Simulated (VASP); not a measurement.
Consider the following.

```yaml
crystal:
  lattice:
    - [0.00000, 2.65120, 2.65120]
    - [2.65120, 0.00000, 2.65120]
    - [2.65120, 2.65120, 0.00000]
  atoms:
    - { symbol: Zn, position: [0.00000, 0.00000, 0.00000] }
    - { symbol: S, position: [0.25000, 0.25000, 0.25000] }
```

Level of theory: LDA (Ceperley-Alder, Perdew-Zunger), VASP's LDA PAW potentials (set 64) (plane waves; VASP). Settings: 520 eV cut-off, Gaussian smearing of 0.050 eV, potentials Zn S.

Give the energies of bands 2 to 12 at the high-symmetry points, in eV from the valence-band maximum.

```
band      Γ      X      U      L      W
----  -----  -----  -----  -----  -----
2     -6.74  -6.81  -6.67  -6.62  -6.61
3     -6.74  -6.36  -6.43  -6.62  -6.43
4     -6.74  -6.36  -6.31  -6.16  -6.27
5     -6.19  -6.11  -6.15  -6.16  -6.24
6     -6.19  -5.95  -5.79  -5.97  -5.72
7      0.00  -4.89  -4.99  -5.76  -4.95
8      0.00  -2.46  -3.46  -0.96  -3.09
9      0.00  -2.46  -2.00  -0.96  -3.00
10     2.15   3.06   3.88   3.23   5.52
11     6.21   3.89   5.96   6.76   6.18
12     6.21  11.14   9.37   6.76   7.82
```

The gap is direct, 2.15 eV, from the valence maximum at Γ to the conduction minimum at Γ.

Measured: gap 3.94 eV (computed value off by -1.79 eV), as given by Wei Chen et al., Physical Review Materials (2018), doi:10.1103/physrevmaterials.2.073803 [zero-point renormalisation of 0.1 eV added back (the table's ZPR column)].

The compound is ZnS in the zinc blende structure. It was relaxed first, which changed the volume by -6 %.
